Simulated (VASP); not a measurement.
Set up this calculation in VASP 6.6.1, as the native input.

| Quantity | Value |
| --- | --- |
| Task | relaxation of cell and atoms |
| Functional | PBE |
| Potentials or basis | VASP PAW PBE potentials, release 64 (Ge_d) |
| Cutoff | 600 eV |
| k mesh | 10 × 10 × 10 |
| Occupations | gaussian, width 0.03 eV |
| Spin | no spin polarisation |
| Further INCAR settings | ALGO = Normal; EDIFF = 1e-06; IBRION = 2; EDIFFG = -0.01; NSW = 90; ISIF = 3 |

The structure of Ge lies in POSCAR:

```
Ge
1.0
    0.0000000000      2.8289100000      2.8289100000
    2.8289100000      0.0000000000      2.8289100000
    2.8289100000      2.8289100000      0.0000000000
Ge
2
Direct
    0.0000000000      0.0000000000      0.0000000000
    0.2500000000      0.2500000000      0.2500000000
```

One way to write it, as run:

INCAR

```
SYSTEM = Ge
PREC = Accurate ; ENCUT = 600
EDIFF = 1E-6 ; ISMEAR = 0
SIGMA = 0.03 ; LREAL = .FALSE.
LASPH = .TRUE. ; NELM = 80
ALGO = Normal ; ISIF = 3
LWAVE = .FALSE. ; LCHARG = .FALSE.
GGA = PE ; IBRION = 2
NSW = 90 ; EDIFFG = -0.01
```

KPOINTS

```
Automatic mesh
0
G
  10 10 10
  0 0 0
```

Potentials or basis: VASP PAW PBE potentials, release 64 (Ge_d).

Run with:

```bash
$ cat potpaw_PBE.64/Ge_d/POTCAR > POTCAR
$ mpirun -np 1 vasp_std > vasp.out
```

It gave:

```json
{
 "Relaxed volume": "23.84 Å³/atom",
 "Relaxed cell": "a = 4.070 Å, b = 4.070 Å, c = 4.070 Å, α = 60.00°, β = 60.00°, γ = 60.00°",
 "Space group after relaxing (to 0.05 Å)": "Fd-3m (No. 227)",
 "Energy gained by relaxing": "13.4 meV/atom",
 "Ionic steps": "5",
 "Pressure after relaxing": "0.0 GPa",
 "Band gap on the k mesh": "none (metal or under the smearing width)"
}
```

Caveat: this crystal is a semiconductor, whose small gap the functional closes, so the metal is an error of the method.

Run time: 43 s on 1 thread of Intel(R) Xeon(R) 6975P-C (Granite Rapids), on a shared host, peak memory 0.19 GiB.
